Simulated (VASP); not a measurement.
OSZICAR of a VASP run on KI (rock salt):

### OSZICAR
```
       N       E                     dE             d eps       ncg     rms          rms(c)
DAV:   1     0.976178387376E+02    0.97618E+02   -0.66978E+03   384   0.113E+03
DAV:   2     0.962983207821E+00   -0.96655E+02   -0.90683E+02   484   0.250E+02
DAV:   3    -0.500878430017E+01   -0.59718E+01   -0.59465E+01   484   0.587E+01
DAV:   4    -0.533255653647E+01   -0.32377E+00   -0.32334E+00   720   0.117E+01
DAV:   5    -0.533325367497E+01   -0.69714E-03   -0.69711E-03   488   0.648E-01    0.254E+00
DAV:   6    -0.523934682745E+01    0.93907E-01   -0.14983E-01   464   0.226E+00    0.190E+00
DAV:   7    -0.524382056743E+01   -0.44737E-02   -0.17681E-01   480   0.240E+00    0.856E-01
DAV:   8    -0.525715041562E+01   -0.13330E-01   -0.22244E-02   440   0.116E+00    0.111E-01
DAV:   9    -0.525841111443E+01   -0.12607E-02   -0.23423E-03   496   0.313E-01    0.756E-02
DAV:  10    -0.525879428912E+01   -0.38317E-03   -0.44030E-04   468   0.148E-01    0.240E-02
DAV:  11    -0.525889370331E+01   -0.99414E-04   -0.13359E-04   452   0.894E-02    0.166E-02
DAV:  12    -0.525890522424E+01   -0.11521E-04   -0.21598E-05   456   0.373E-02    0.118E-02
DAV:  13    -0.525890665879E+01   -0.14346E-05   -0.28168E-06   480   0.126E-02    0.269E-03
DAV:  14    -0.525890690909E+01   -0.25029E-06   -0.21547E-07   464   0.346E-03    0.602E-04
DAV:  15    -0.525890694619E+01   -0.37098E-07   -0.16705E-07   444   0.292E-03
   1 F= -.52589069E+01 E0= -.52589069E+01  d E =-.304753E-19
```

Task: Which electronic solver shows in the log?

Result: It is blocked Davidson (ALGO = Normal, or the opening steps of other solvers). The INCAR had ALGO = Normal.

Task: Can the final energy be trusted as converged?

Result: The calculation finished and met its thresholds. It stopped with EDIFF = 1E-7, NELM = 100 (RPBE GGA, plane waves, VASP's PBE PAW potentials (set 64)).

The compound is KI in the rock salt structure. This cell is one point of a volume scan, at 0.94 of the reference volume.
